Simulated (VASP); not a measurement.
Computed with PBE GGA, VASP's PBE PAW potentials (set 64) (plane waves; VASP).

VASP input:

### KPOINTS
```
Automatic
0
Gamma
  10 10 10
0 0 0
```

POSCAR:
```
LiCl
1.0
  0.0000000000   2.1850157928   2.1850157928
  2.1850157928   0.0000000000   2.1850157928
  2.1850157928   2.1850157928   0.0000000000
Li Cl
1 1
Cartesian
  0.0000000000   0.0000000000   0.0000000000
  2.1850157928   2.1850157928   2.1850157928
```

### INCAR
```
ALGO=Normal
EDIFF=1E-6
EDIFFG=-0.02
ENCUT=620
GGA=PE
IBRION=2
ISIF=3
ISMEAR=0
LASPH=.True.
LCHARG=.False.
LREAL=.False.
LWAVE=.False.
NELM=100
NSW=40
PREC=Accurate
PSTRESS=450
SIGMA=0.05
SYSTEM=LiCl
```

POTCAR, in this order: Li_sv Cl (PBE.64 set). Program: vasp_std.

### Question
What will the output report for the number of irreducible k-points (NKPTS), largest plane-wave count, number of space-group operations, FFT grid (NGX, NGY, NGZ)?

### Answer

```
Item                                           Value
--------------------------------------  ------------
number of irreducible k-points (NKPTS)            47
largest plane-wave count                         748
number of space-group operations                  48
FFT grid (NGX, NGY, NGZ)                28 × 28 × 28
```

The compound is LiCl in the rock salt structure. It was relaxed first under an external pressure of 45 GPa.
